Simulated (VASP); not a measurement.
Here is the system:

```xyz
8
Lattice="-0.0101 6.3408 6.3608 6.3408 -0.0101 6.3608 3.1653 3.1653 0.0000" Properties=species:S:1:pos:R:3 pbc="T T T"
Zn     3.1653     3.1653     0.0015
Te     1.5827     1.5827     1.4844
Te     4.8072     1.5235     4.8275
Te     1.5235     4.8072     4.8275
Te     4.7480     4.7480     7.9506
Mg     3.1658    -0.0005     3.1801
Mg    -0.0005     3.1658     3.1801
Mg     3.1653     3.1653     6.3523
```

These are PBEsol GGA, VASP's PBE PAW potentials (set 64) (plane waves; VASP) values and carry that method's errors. Settings: 400 eV cut-off, Gaussian smearing of 0.050 eV, potentials Zn Te Mg.

Unless said otherwise, spin-orbit coupling is left out, though it shifts the bands of the heavy elements here.

Give the energies of bands 12 to 25 at the high-symmetry points, in eV from the valence-band maximum.

```tsv
band	Γ	Y	C0	Z	A0	T	S	R
12	-3.39	-2.31	-2.36	-2.87	-3.34	-3.45	-2.54	-3.10
13	-1.47	-2.05	-2.32	-2.81	-3.15	-3.26	-2.11	-3.08
14	-1.46	-1.96	-2.27	-2.20	-1.56	-1.53	-1.79	-1.96
15	-0.58	-1.73	-1.22	-2.15	-1.56	-1.48	-1.66	-1.75
16	-0.57	-1.04	-1.05	-2.00	-1.52	-1.48	-1.18	-1.70
17	-0.54	-0.98	-0.95	-1.79	-1.38	-1.40	-0.94	-1.66
18	-0.50	-0.72	-0.80	-1.73	-1.03	-0.58	-0.38	-1.20
19	-0.02	-0.70	-0.79	-1.72	-0.93	-0.58	-0.35	-1.10
20	-0.02	-0.53	-0.65	-0.62	-0.68	-0.52	-0.24	-0.99
21	0.00	-0.52	-0.27	-0.54	-0.62	-0.52	-0.22	-0.93
22	1.61	2.99	2.93	3.60	2.56	2.17	2.41	2.93
23	2.55	3.55	3.80	4.25	2.82	2.54	3.43	3.42
24	2.74	3.80	3.92	4.40	2.91	2.58	3.48	3.55
25	3.11	4.16	4.09	4.48	3.56	3.10	3.56	3.57
```

The gap is direct, 1.61 eV, from the valence maximum at Γ to the conduction minimum at Γ.

The structure was generated: Mg3ZnTe4 was put into an ordered model structure (Amm2), which need not be its known phase. It was relaxed first.
